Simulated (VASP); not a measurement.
Data:

```yaml
crystal:
  lattice:
    - [1.89370, 1.09333, 3.98795]
    - [-1.89370, 1.09333, 3.98795]
    - [0.00000, -2.18666, 3.98795]
  atoms:
    - { symbol: Mg, position: [0.00000, 0.00000, 0.00000] }
    - { symbol: Sb, position: [0.50000, 0.50000, 0.50000] }
```

The numbers are results of PBEsol GGA with spin-orbit coupling, VASP's PBE PAW potentials (set 64) (plane waves; VASP), not measurements. Numerical set-up: 400 eV cut-off, 10×10×10 Γ-centred mesh, Gaussian smearing of 0.050 eV, potentials Mg Sb.

Question: What does the run give for the energy per atom (σ→0), band gap (over mesh and band path) with the smallest direct gap where there is one?

Answer: 
```json
{
  "band gap (over mesh and band path)": "none (metal, semimetal or under 0.01 eV)",
  "energy per atom (σ→0)": "-3.381 eV/atom"
}
```

Only differences to runs with the same potentials and settings are physical.

The structure comes from a computed database's MgSb entry (R-3m); how it stands against other phases isn't given here. It was relaxed first.
